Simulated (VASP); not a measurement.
An input for Quantum ESPRESSO's pw.x (written as the equivalent of a VASP run, and not itself run):

```
&CONTROL
  calculation = 'scf'
  pseudo_dir = './pseudo'
  outdir = './out'
  tprnfor = .true.
  tstress = .true.
/
&SYSTEM
  ibrav = 0
  nat = 2
  ntyp = 2
  ecutwfc = 82
  occupations = 'smearing'
  smearing = 'methfessel-paxton'
  degauss = 0.00735
  input_dft = 'pbe'
/
&ELECTRONS
  conv_thr = 7.3e-07
  electron_maxstep = 100
/
ATOMIC_SPECIES
  Hf 178.490 Hf.upf
  C 12.011 C.upf
CELL_PARAMETERS angstrom
     0.0000000    2.2982790    2.3039220
     2.3711040    0.0000000    2.3039220
     2.3711040    2.2982790    0.0000000
ATOMIC_POSITIONS crystal
  Hf   0.0000000  0.0000000  0.0000000
  C    0.4828580  0.5171420  0.5171420
K_POINTS automatic
  12 12 12 0 0 0
```

Task: Write the VASP files for the same calculation (PBE).

Result: This is not unique; one that fits is 
### KPOINTS
```
Automatic
0
G
 12 12 12
0 0 0
```

### POSCAR
```
HfC
4.7422080
  0.0000000000   0.4846432295   0.4858331815
  0.5000000000   0.0000000000   0.4858331815
  0.5000000000   0.4846432295   0.0000000000
Hf C
1 1
Direct
  0.0000000000   0.0000000000   0.0000000000
  0.4828580000   0.5171420000   0.5171420000
```

INCAR:
```
SYSTEM = HfC
PREC = Accurate
ENCUT = 520
EDIFF = 1E-5
NELM = 100
ALGO = Normal
LREAL = .FALSE.
LASPH = .TRUE.
ISMEAR = 1
SIGMA = 0.1
GGA = PE
LMAXMIX = 6
LWAVE = .FALSE.
LCHARG = .FALSE.
ISIF = 2
```

POTCAR, in this order: Hf_pv C (PBE.64 set). Program: vasp_std.

What does not carry over: the potentials are each code's own (VASP's PAW set, PseudoDojo norm-conserving files in pw.x), so ENCUT and ecutwfc are chosen apart and not converted; conv_thr bounds pw.x's estimated SCF error, while EDIFF bounds the energy change between steps.

The compound is HfC in the rock salt structure. The cell was not relaxed at this level, atoms are displaced from their ideal sites. The run is one of a series of settings (EDIFF = 1E-5 against the base run), some of them coarse on purpose.
